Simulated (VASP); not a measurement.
Input:

```
CsSnBr3
1.0
    5.88164     0.00000     0.00000
    0.00000     5.88164     0.00000
    0.00000     0.00000     5.88164
Cs Sn Br
1 1 3
Cartesian
  0.00000   0.00000   0.00000
  2.94082   2.94082   2.94082
  2.94082   0.00000   2.94082
  0.00000   2.94082   2.94082
  2.94082   2.94082   0.00000
```

All values below come from LDA (Ceperley-Alder, Perdew-Zunger), VASP's LDA PAW potentials (set 64) (plane waves; VASP). Numerical set-up: 300 eV cut-off, 6×6×6 Γ-centred mesh shifted by (0.5, 0.5, 0.5), Gaussian smearing of 0.050 eV, potentials Cs_sv Sn_d Br.

At this cut-off the stress carries a Pulay error, which pulls relaxed volumes low.

Q: What does the run give for the energy per atom (σ→0), pressure?

A: 
| Item | Result |
|---|---|
| energy per atom (σ→0) | -3.545 eV/atom |
| pressure | -23.8 kbar |

The structure comes from a computed database's CsSnBr3 entry; how it stands against other phases isn't given here. The cell was not relaxed at this level.
